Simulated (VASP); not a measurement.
Set up this calculation in VASP 6.6.1, as the native input.

| Quantity | Value |
| --- | --- |
| Task | work function |
| Functional | LDA |
| Potentials or basis | VASP PAW LDA potentials, release 64 (Ga_d, P) |
| Cutoff | 300 eV |
| k mesh | 4 × 4 × 1 |
| Occupations | gaussian, width 0.05 eV |
| Spin | no spin polarisation |
| Vacuum (Å) | 10 |
| Dipole correction | yes |
| Further INCAR settings | ALGO = Normal; EDIFF = 1e-06 |

The structure of GaP lies in POSCAR:

```
GaP
1.0
    5.4505000000      0.0000000000      0.0000000000
    0.0000000000      3.8540855110      0.0000000000
    0.0000000000      0.0000000000     13.8540855107
Ga P
3 3
Direct
    0.5000000000      0.5000000000      0.3609043698
    0.0000000000      1.0000000000      0.5000000000
    0.5000000000      0.5000000000      0.6390956302
    0.7500000000      0.0000000000      0.3609043698
    0.2500000000      0.5000000000      0.5000000000
    0.7500000000      0.0000000000      0.6390956302
```

The input as run:

INCAR

```
  PREC = Accurate
  ENCUT = 300
  EDIFF = 1E-6
  ISMEAR = 0
  SIGMA = 0.05
  LREAL = False
  LASPH = True
  NELM = 80
  ALGO = Normal
  ISIF = 2
  LWAVE = False
  LCHARG = True
  LDIPOL = True
  IDIPOL = 3
  DIPOL = 0.5 0.5 0.500
  GGA = CA
  LVHAR = True
  LVACPOTAV = True
  KPAR = 2
```

KPOINTS

```
regular mesh
0
Gamma
  4 4 1
```

Potentials or basis: VASP PAW LDA potentials, release 64 (Ga_d, P).

The run is started by

```bash
$ cat potpaw_LDA.64/Ga_d/POTCAR potpaw_LDA.64/P/POTCAR > POTCAR
$ mpirun -np 2 vasp_std > vasp.out
```

Results of the run:

| Property | Result |
| --- | --- |
| Largest force | 1.726 eV/Å |
| Band gap on the k mesh | 0.03 eV, direct |
| Ionisation potential of the upper face | 5.09 eV |

Wall time 24 s on 2 MPI ranks on Intel(R) Xeon(R) Platinum 8488C (Sapphire Rapids), with other jobs on the host, peak memory 0.19 GiB a rank.
